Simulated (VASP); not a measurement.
Given:

```
CaRh2P2
1.0
   -1.98807     1.98807     4.82369
    1.98807    -1.98807     4.82369
    1.98807     1.98807    -4.82369
Ca P Rh
1 2 2
Cartesian
  0.00000   0.00000   0.00000
  0.00000   0.00000   5.93913
  0.00000   0.00000   3.70826
  0.00000   1.98807   2.41185
  1.98807   0.00000   2.41185
```

Computed with PBEsol GGA with spin-orbit coupling, VASP's PBE PAW potentials (set 64) (plane waves; VASP 6.6.1). Settings: 400 eV cut-off, 10×10×10 Γ-centred mesh, Gaussian smearing of 0.050 eV, potentials Ca_sv P Rh_pv.

Problem. Predict the energy per atom (σ→0), band gap (over mesh and band path) with the smallest direct gap where there is one.

Solution. 
- band gap (over mesh and band path): none (metal, semimetal or under 0.01 eV)
- energy per atom (σ→0): -7.083 eV/atom

Total energies compare only between runs with the same potentials, cut-off and functional.

The structure comes from a computed database's CaRh2P2 entry (I4/mmm); how it stands against other phases isn't given here. It was relaxed first.
